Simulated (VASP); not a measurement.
**How a change of volume changes Re**

Wanted: the elastic response of Re to a change of volume, with a fit that predicts a row left out.

Program: VASP 6.6.1. Level of theory: r2SCAN; plane waves and PAW (Re), in the first sound run; inputs show where later runs differ. Results are calculated unless marked as measured.

## 1. Starting point

Symmetry: P6_3/mmc, No. 194, hexagonal system. Conventional cell: a = 2.760 Å, b = 2.760 Å, c = 4.457 Å, α = 90.00°, β = 90.00°, γ = 120.00°. Nearest to Re lie 12 Re at 2.74 to 2.76 Å.

Structure file:

```cif
data_structure
_symmetry_space_group_name_H-M 'P6_3/mmc'
_symmetry_Int_Tables_number 194
_cell_length_a 2.7600
_cell_length_b 2.7600
_cell_length_c 4.4574
_cell_angle_alpha 90.000
_cell_angle_beta 90.000
_cell_angle_gamma 120.000
_cell_volume 29.41
loop_
_atom_site_label
_atom_site_type_symbol
_atom_site_symmetry_multiplicity
_atom_site_Wyckoff_symbol
_atom_site_fract_x
_atom_site_fract_y
_atom_site_fract_z
_atom_site_occupancy
Re1 Re 2 d 0.33333 0.66667 0.75000 1
```

## 2. Relax the crystal, r2SCAN

The series starts from the cell that this level prefers, so that zero strain is near zero stress.

Level: r2SCAN; plane waves and PAW (Re).

Contents of INCAR:

```
SYSTEM = Re
PREC = Accurate
ENCUT = 450
EDIFF = 1E-07
NELM = 120
ISMEAR = 1
SIGMA = 0.15
LREAL = .FALSE.
ALGO = Normal
METAGGA = R2SCAN
LASPH = .TRUE.
NBANDS = 13
LORBIT = 11
LWAVE = .FALSE.
LCHARG = .FALSE.
KPAR = 8
IBRION = 2
NSW = 40
ISIF = 3
EDIFFG = -0.005
POTIM = 0.4
```

Contents of POSCAR:

```
Re
1.0
    2.7600000000      0.0000000000      0.0000000000
   -1.3800000000      2.3902301144      0.0000000000
    0.0000000000      0.0000000000      4.4574000000
Re
2
Direct
    0.0000000000      0.0000000000      0.0000000000
    0.3333333333      0.6666666667      0.5000000000
```

Contents of KPOINTS:

```
Automatic mesh
0
Gamma
24 24 13
0 0 0
```

PAW data sets: Re (PBE family, release 64).

Started as:

```console
$ mpirun -np 8 vasp_std
```

Log:

```text
[banner, memory and clock lines left out]
running    8 mpi-ranks, on    1 nodes
[...]
|                                                                             |
|           W    W    AA    RRRRR   N    N  II  N    N   GGGG   !!!           |
|           W    W   A  A   R    R  NN   N  II  NN   N  G    G  !!!           |
|           W    W  A    A  R    R  N N  N  II  N N  N  G       !!!           |
|           W WW W  AAAAAA  RRRRR   N  N N  II  N  N N  G  GGG   !            |
|           WW  WW  A    A  R   R   N   NN  II  N   NN  G    G                |
|           W    W  A    A  R    R  N    N  II  N    N   GGGG   !!!           |
|                                                                             |
|     For optimal performance we recommend to set                             |
|       NCORE = 2 up to number-of-cores-per-socket                            |
|     NCORE specifies how many cores store one orbital (NPAR=cpu/NCORE).      |
|     This setting can greatly improve the performance of VASP for DFT.       |
[...]
DAV:   3    -0.104898953828E+03    0.50761E-04   -0.94073E-05 19078   0.139E-01    0.114E-02
DAV:   4    -0.104898954176E+03   -0.34822E-06   -0.39992E-06 18440   0.177E-02    0.335E-03
DAV:   5    -0.104898953911E+03    0.26454E-06   -0.69523E-08 10206   0.124E-02    0.140E-03
DAV:   6    -0.104898953849E+03    0.62492E-07   -0.29823E-08  8450   0.400E-03
   2 F= -.10489895E+03 E0= -.10489929E+03  d E =-.520210E-04
 trial-energy change:   -0.000052  1 .order   -0.000052   -0.000345    0.000241
 step:   0.5886(harm=  0.5886)  dis= 0.00000  next Energy=  -104.899003 (dE=-0.102E-03)
[...]
N       E                     dE             d eps       ncg     rms          rms(c)
DAV:   1    -0.104899055146E+03   -0.10123E-03   -0.58830E-03 17321   0.247E+00    0.405E-02
DAV:   2    -0.104899009636E+03    0.45510E-04   -0.53661E-05 20012   0.985E-02    0.210E-02
DAV:   3    -0.104899002723E+03    0.69127E-05   -0.15575E-05 19084   0.566E-02    0.476E-03
DAV:   4    -0.104899003154E+03   -0.43065E-06   -0.66196E-07 18033   0.721E-03    0.137E-03
DAV:   5    -0.104899003233E+03   -0.79331E-07   -0.12127E-08  8196   0.511E-03
   3 F= -.10489900E+03 E0= -.10489934E+03  d E =-.101405E-03
[...]
reached required accuracy - stopping structural energy minimisation
```

Wall time 62 s (8 MPI ranks of Intel Xeon 6975P-C (Granite Rapids), shared host); peak memory 1.8 GiB.

The logs omit lines about the potential files and the build; timing stands in the text.

From OUTCAR (step 2):

```text
  Total       -0.0051978     -0.0051978     -0.0039478      0.0000000     -0.0000000      0.0000000
  in kB       -0.2831653     -0.2831653     -0.2150682      0.0000000     -0.0000000      0.0000000
  external PRESSURE =      -0.2604663 kB  Pullay stress =       0.0000000 kB

 POSITION                                       TOTAL-FORCE (eV/Angst)
 -----------------------------------------------------------------------------------
      0.00000      0.00000      0.00000        -0.000000      0.000000     -0.000000
     -0.00000      1.59257      2.23156         0.000000     -0.000000      0.000000
 -----------------------------------------------------------------------------------
    total drift:                                0.000000     -0.000000     -0.000000

  FREE ENERGIE OF THE ION-ELECTRON SYSTEM (eV)
  ---------------------------------------------------
  free  energy   TOTEN  =      -104.8990032333 eV

  energy  without entropy=     -104.9000281844  energy(sigma->0) =     -104.89934488

 reached required accuracy - stopping structural energy minimisation

[... 3 further parts left out ...]
[key lines of the parts left out:]
E-fermi :   7.6862
```

This run gave:

| Item | Value |
| --- | --- |
| energy(sigma→0) of the program | -104.8993 eV |
| stress, compression positive | xx, yy, zz -0.03, -0.03, -0.02 GPa |
| volume | 29.409 Å³ |
| ionic steps | 3 |

## 3. Relax at fixed volume, r2SCAN

One member in full: the volume is scaled by 0.94, and shape and atoms relax at that volume.

Level: r2SCAN; plane waves and PAW (Re).

Changes to INCAR since step 2:

```diff
@@ -15,7 +15,7 @@
 LCHARG = .FALSE.
-KPAR = 8
+KPAR = 2
 IBRION = 2
 NSW = 40
-ISIF = 3
-EDIFFG = -0.005
+ISIF = 4
+EDIFFG = -0.004
 POTIM = 0.4
```

Contents of POSCAR:

```
Re
1.0
    2.7021021195      0.0000000000      0.0000000000
   -1.3510510597      2.3400890791      0.0000000000
    0.0000000000      0.0000000000      4.3720113970
Re
2
Direct
    0.0000000000      0.0000000000      0.0000000000
    0.3333333333      0.6666666667      0.5000000000
```

KPOINTS is that of step 2.

Started as:

```console
$ mpirun -np 2 vasp_std
```

Log:

```text
[banner, memory and clock lines left out]
running    2 mpi-ranks, on    1 nodes
[...]
[... a notice as in an earlier step ...]

 LDA part: xc-table for (None), standard interpolation
 POSCAR, INCAR and KPOINTS ok, starting setup
[...]
entering main loop
       N       E                     dE             d eps       ncg     rms          rms(c)
DAV:   1    -0.570586988184E+02   -0.57059E+02   -0.68091E+03 22064   0.130E+03
DAV:   2    -0.104288041062E+03   -0.47229E+02   -0.41549E+02 18176   0.298E+02
DAV:   3    -0.105785277451E+03   -0.14972E+01   -0.13872E+01 19138   0.617E+01
DAV:   4    -0.105804727091E+03   -0.19450E-01   -0.19138E-01 17566   0.431E+00
[...]
DAV:  13    -0.104753278148E+03    0.10204E-05   -0.44573E-08 10251   0.110E-02    0.189E-03
DAV:  14    -0.104753278329E+03   -0.18121E-06   -0.12645E-08  9536   0.354E-03    0.103E-03
DAV:  15    -0.104753278368E+03   -0.38524E-07   -0.83057E-09  8901   0.364E-03
   1 F= -.10475328E+03 E0= -.10475342E+03  d E =-.104753E+03
[...]
DAV:   1    -0.104753280996E+03   -0.26662E-05   -0.29250E-04 17689   0.549E-01    0.877E-03
DAV:   2    -0.104753278479E+03    0.25166E-05   -0.25501E-06 19406   0.220E-02    0.470E-03
DAV:   3    -0.104753278275E+03    0.20418E-06   -0.56799E-07 14510   0.132E-02    0.224E-03
DAV:   4    -0.104753278383E+03   -0.10776E-06   -0.23902E-07 10277   0.822E-03    0.895E-04
DAV:   5    -0.104753278360E+03    0.22725E-07   -0.32719E-08  7786   0.592E-03
   2 F= -.10475328E+03 E0= -.10475343E+03  d E =0.807745E-08
 trial-energy change:    0.000000  1 .order   -0.000000   -0.000003    0.000003
 step:   0.5254(harm=  0.5254)  dis= 0.00000  next Energy=  -104.753279 (dE=-0.769E-06)
[...]
N       E                     dE             d eps       ncg     rms          rms(c)
DAV:   1    -0.104753279658E+03   -0.12752E-05   -0.66886E-05 17562   0.259E-01    0.418E-03
DAV:   2    -0.104753279329E+03    0.32908E-06   -0.30553E-07 14327   0.106E-02    0.319E-03
DAV:   3    -0.104753279162E+03    0.16678E-06   -0.55883E-07 13058   0.922E-03    0.342E-04
DAV:   4    -0.104753279148E+03    0.13418E-07   -0.13861E-08  7126   0.277E-03
   3 F= -.10475328E+03 E0= -.10475342E+03  d E =-.780553E-06
[...]
reached required accuracy - stopping structural energy minimisation
```

It took 3.5 min on 2 MPI ranks; peak memory 0.43 GiB.

OUTCAR, selected parts (step 3):

```text
  Total        4.8295256      4.8295256      4.8308700      0.0000000      0.0000000     -0.0000000
  in kB      279.8978857    279.8978857    279.9758060      0.0000000      0.0000000     -0.0000000
  external PRESSURE =     279.9238591 kB  Pullay stress =       0.0000000 kB

 POSITION                                       TOTAL-FORCE (eV/Angst)
 -----------------------------------------------------------------------------------
     -0.00000      0.00000      4.37157        -0.000000     -0.000000     -0.000000
     -0.00000      1.56014      2.18578         0.000000      0.000000      0.000000
 -----------------------------------------------------------------------------------
    total drift:                                0.000000     -0.000000     -0.000000

  FREE ENERGIE OF THE ION-ELECTRON SYSTEM (eV)
  ---------------------------------------------------
  free  energy   TOTEN  =      -104.7532791484 eV

  energy  without entropy=     -104.7537139880  energy(sigma->0) =     -104.75342409

[... 2 parts as in an earlier step ...]

[... 2 further parts left out ...]
[key lines of the parts left out:]
E-fermi :   8.4746
```

This run gave:

```
energy(sigma→0) of the program : -104.7534 eV
stress, compression positive   : xx, yy, zz 27.99, 27.99, 28.00 GPa
ionic steps                    : 3
```

## 4. The table

The other members went through these steps as far as the tables show, with the same cutoff and, step by step, the same mesh; 8 runs are not shown. The session took 0.77 core hours (wall time by ranks) on a shared machine.

```csv
volume over the relaxed volume,volume (Å³/atom),pressure (GPa),"energy above the unstrained row, extrapolated to no smearing (meV/atom)"
0.940,13.822,27.992,72.961
0.960,14.117,17.631,31.227
0.980,14.411,?,?
0.990,14.558,4.032,1.844
1,14.705,-0.031,0.000
1.010,14.852,-3.876,1.787
1.020,14.999,-7.523,7.013
1.040,15.293,-14.234,27.064
1.060,15.587,-20.264,58.803
```

## 5. A fit to the known rows

Fitting a cubic to the 8 known rows (u: logarithm of the volume ratio) gives pressure = − 878.0 u³ + 876.3 u² − 395.3 u − 0.02917 in GPa; the residuals are 0.0023 GPa r.m.s.

For the withheld row, u = -0.02020, the fit gives 8.322 GPa.

## 6. Checking the prediction

The calculation gives 8.321 GPa, so the prediction is 0.001 GPa too high.

A cubic of the pressure in ln(V/V₀) through all rows has the slope −B at V₀: B = 395 GPa, and its curvature gives B′ = 4.4.

## 7. Summary of results

| Item | Value |
| --- | --- |
| error of the predicted pressure | 0.001 GPa |
| bulk modulus | 395 GPa |

What this shows: These are static values: temperature and zero-point motion are left out. In a metal the slopes also depend on mesh and smearing, which were held through the series.

[Lines on the potential files, build, host, timing and source positions are cut from VASP's logs without a mark.]

[Logs are printed without paths, hosts, clocks, repeated set-up lines and the standing remarks that a program may print on its own settings, such as how far it seeks lower states.]

[Hosts, paths, dates, database ids (printed as entryN), source tags and the programs' standing remarks are cut or masked in the printed files.]

[In band tables of VASP the shares of atoms and orbitals are scaled to a sum of 1 inside the atoms' spheres.]
